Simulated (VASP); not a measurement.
Computed with PBE GGA with D3 dispersion (zero damping), VASP's PBE PAW potentials (set 64) (plane waves; VASP).

A VASP calculation is set up with these files.

INCAR:
```
SYSTEM = PbO
PREC = Accurate; ENCUT = 520; LREAL = .FALSE.
LASPH = .TRUE.
EDIFF = 1E-7; NELM = 100; ALGO = Normal
LMAXMIX = 4
ISMEAR = -5
GGA = PE; IVDW = 11
ISIF = 2
LWAVE = .FALSE.; LCHARG = .TRUE.; LORBIT = 11
NEDOS = 601
LEFG = .TRUE.
```

File KPOINTS:
```
Automatic mesh
0
Gamma
6 6 5
0 0 0
```

POSCAR:
```
PbO
1
    4.0492537670     0.0000000000     0.0000000000
    0.0000000000     4.0492537670    -0.0000000000
    0.0000000000     0.0000000000     5.0492264575
Pb O
2 2
Direct
  0.5000000000   0.0000000000   0.7651396414
  0.0000000000   0.5000000000   0.2348603586
  0.5000000000   0.5000000000   0.0000000000
  0.0000000000   0.0000000000   0.0000000000
```

POTCAR, in this order: Pb_d O (PBE.64 set). Program: vasp_std.

Output

### OSZICAR
```
       N       E                     dE             d eps       ncg     rms          rms(c)
DAV:   1     0.452903727670E+03    0.45290E+03   -0.20228E+04  1440   0.196E+03
DAV:   2     0.351309506559E+02   -0.41777E+03   -0.41116E+03  1512   0.490E+02
DAV:   3    -0.244489850174E+02   -0.59580E+02   -0.58919E+02  2064   0.194E+02
DAV:   4    -0.261622002078E+02   -0.17132E+01   -0.17127E+01  1512   0.381E+01
DAV:   5    -0.262247380526E+02   -0.62538E-01   -0.62534E-01  2112   0.698E+00    0.125E+01
DAV:   6    -0.217160013525E+02    0.45087E+01   -0.37209E+01  2288   0.456E+01    0.568E+00
DAV:   7    -0.215048905257E+02    0.21111E+00   -0.35548E+00  1880   0.143E+01    0.257E+00
DAV:   8    -0.215105559071E+02   -0.56654E-02   -0.87770E-01  2040   0.674E+00    0.130E+00
DAV:   9    -0.214779543547E+02    0.32602E-01   -0.18908E-01  2224   0.367E+00    0.285E-01
DAV:  10    -0.214802395733E+02   -0.22852E-02   -0.18923E-02  1704   0.882E-01    0.815E-02
DAV:  11    -0.214802328267E+02    0.67467E-05   -0.32030E-03  2376   0.453E-01    0.812E-02
DAV:  12    -0.214801671495E+02    0.65677E-04   -0.31525E-04  1976   0.203E-01    0.452E-02
DAV:  13    -0.214801507307E+02    0.16419E-04   -0.19479E-04  2416   0.107E-01    0.848E-03
DAV:  14    -0.214801497024E+02    0.10283E-05   -0.34499E-05  2112   0.598E-02    0.640E-03
DAV:  15    -0.214801483658E+02    0.13366E-05   -0.83279E-06  2048   0.336E-02    0.131E-03
DAV:  16    -0.214801486535E+02   -0.28766E-06   -0.67310E-07  1768   0.785E-03    0.448E-04
DAV:  17    -0.214801487682E+02   -0.11475E-06   -0.42916E-08   944   0.203E-03    0.114E-04
DAV:  18    -0.214801487620E+02    0.62500E-08   -0.15052E-08   848   0.104E-03
   1 F= -.22047046E+02 E0= -.22047046E+02  d E =0.000000E+00
```

**OUTCAR**
```
------------------------ aborting loop because EDIFF is reached ----------------------------------------
 Edisp (eV)   -0.56690
  FORCE on cell =-STRESS in cart. coord.  units (eV):
  Direction    XX          YY          ZZ          XY          YZ          ZX
  --------------------------------------------------------------------------------------
  Total      -0.00377    -0.00377     0.04604     0.00000    -0.00000     0.00000
  in kB      -0.07295    -0.07295     0.89108     0.00000    -0.00000     0.00000
  external pressure =        0.25 kB  Pullay stress =        0.00 kB
  volume of cell :       82.79
      direct lattice vectors                 reciprocal lattice vectors
     4.049253767  0.000000000  0.000000000     0.246959084  0.000000000  0.000000000
     0.000000000  4.049253767  0.000000000     0.000000000  0.246959084  0.000000000
     0.000000000  0.000000000  5.049226457     0.000000000  0.000000000  0.198050139
 POSITION                                       TOTAL-FORCE (eV/Angst)
 -----------------------------------------------------------------------------------
      2.02463      0.00000      3.86336        -0.000000      0.000000      0.003690
      0.00000      2.02463      1.18586         0.000000      0.000000     -0.003690
      2.02463      2.02463      0.00000         0.000000      0.000000      0.000000
      0.00000      0.00000      0.00000         0.000000     -0.000000      0.000000
 -----------------------------------------------------------------------------------
    total drift:                                0.000000      0.000000     -0.000000
  FREE ENERGIE OF THE ION-ELECTRON SYSTEM (eV)
  ---------------------------------------------------
  free  energy   TOTEN  =       -22.0470463433 eV

  energy  without entropy=      -22.0470463433  energy(sigma->0) =      -22.04704634

 total charge

# of ion       s       p       d       tot
------------------------------------------
    1        1.381   0.604   9.873  11.858
    2        1.381   0.604   9.873  11.858
    3        1.578   3.377   0.000   4.955
    4        1.578   3.377   0.000   4.955
--------------------------------------------------
tot          5.919   7.963  19.746  33.627

 Electric field gradients after diagonalization (V/A^2)
 (convention: |V_zz| > |V_xx| > |V_yy|)
----------------------------------------------------------------------
 ion       V_xx      V_yy      V_zz     asymmetry (V_yy - V_xx)/ V_zz
----------------------------------------------------------------------
   1     105.165   105.165  -210.331       0.000
   2     105.165   105.165  -210.331       0.000
   3       2.847     2.847    -5.695       0.000
   4       2.847     2.847    -5.695       0.000
```
(Selected blocks of OUTCAR.)

The compound is PbO in the litharge structure. It was relaxed first.
